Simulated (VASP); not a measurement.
ZnS (zinc blende) is relaxed at rising pressure, each step from the one before. Symmetry mostly holds the structure type, and other phases were not tried. The mesh follows the cell, and a change of mesh leaves a small step in the series.

Given:

Space group F-43m (No. 216); a = 5.304 Å, b = 5.304 Å, c = 5.304 Å, α = 90.00°, β = 90.00°, γ = 90.00°

```json
[
 {"atom": "Zn", "site": "4a", "symmetry": "-43m", "x": "0.0000", "y": "0.0000", "z": "0.0000"},
 {"atom": "S", "site": "4d", "symmetry": "-43m", "x": "0.7500", "y": "0.7500", "z": "0.7500"}
]
```
(The calculation used a cell of 2 atoms; values per cell refer to that cell.)

Calculation: LDA (Ceperley-Alder, Perdew-Zunger), VASP's LDA PAW potentials (set 64) (plane waves; VASP 6.6.1). Run with 500 eV cut-off, 9×9×9 Γ-centred mesh, Gaussian smearing of 0.050 eV, potentials Zn S.

```tsv
P (GPa)	V (Å³/atom)	H − H(0) (eV/atom)	space group	k-mesh
0	18.65	0.000	F-43m	9×9×9
5	17.69	0.566	F-43m	9×9×9
10	(withheld)	(withheld)	F-43m	9×9×9
20	(withheld)	(withheld)	F-43m	9×9×9
30	15.02	3.091	F-43m	9×9×9
45	14.09	4.452	F-43m	9×9×9
```

Problem. Fill in the missing entries.

Solution. 
- 20, V (Å³/atom): 15.85
- 20, H − H(0) (eV/atom): 2.129
- 10, V (Å³/atom): 16.96
- 10, H − H(0) (eV/atom): 1.107

Pressures at which the relaxation failed are left out.

The compound is ZnS in the zinc blende structure.
